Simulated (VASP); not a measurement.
VASP ran on this input.

File KPOINTS:
```
Automatic mesh
0
Gamma
8 8 8
0 0 0
```

File POSCAR:
```
Li2S
1
    0.0000000000     2.8833827060     2.8833827060
    2.8833827060     0.0000000000     2.8833827060
    2.8833827060     2.8833827060     0.0000000000
Li S
2 1
Direct
  0.2500000000   0.2500000000   0.2500000000
  0.7500000000   0.7500000000   0.7500000000
  0.0000000000   0.0000000000   0.0000000000
```

**INCAR**
```
# general
SYSTEM = Li2S
PREC   = Accurate
ENCUT  = 520
LREAL  = .False.
LASPH  = .True.

# electronic loop
EDIFF  = 1E-7
NELM   = 100
ALGO   = Normal

# smearing
ISMEAR = -5

# functional
GGA    = RP

# ions
ISIF   = 2

# output
LWAVE  = .False.
LCHARG = .True.
LORBIT = 11
NEDOS  = 601

# other
LEFG   = .True.
```

POTCAR, in this order: Li_sv S (PBE.64 set). Program: vasp_std.

Question: Write an equivalent input for Quantum ESPRESSO's pw.x.

Answer: One equivalent input (not run):
```
&CONTROL
  calculation = 'scf'
  pseudo_dir = './pseudo'
  outdir = './out'
  tprnfor = .true.
  tstress = .true.
/
&SYSTEM
  ibrav = 0
  nat = 3
  ntyp = 2
  ecutwfc = 74
  occupations = 'tetrahedra'
  input_dft = 'rpbe'
/
&ELECTRONS
  conv_thr = 7.3e-09
  electron_maxstep = 100
/
ATOMIC_SPECIES
  Li 6.940 Li.upf
  S 32.060 S.upf
CELL_PARAMETERS angstrom
     0.0000000    2.8833827    2.8833827
     2.8833827    0.0000000    2.8833827
     2.8833827    2.8833827    0.0000000
ATOMIC_POSITIONS crystal
  Li   0.2500000  0.2500000  0.2500000
  Li   0.7500000  0.7500000  0.7500000
  S    0.0000000  0.0000000  0.0000000
K_POINTS automatic
  8 8 8 0 0 0
```
Limits of the translation: the potentials are each code's own (VASP's PAW set, PseudoDojo norm-conserving files in pw.x), so ENCUT and ecutwfc are chosen apart and not converted; conv_thr bounds pw.x's estimated SCF error, while EDIFF bounds the energy change between steps; the field gradients of LEFG aren't asked of the other code.

The compound is Li2S in the antifluorite structure. It was relaxed first.
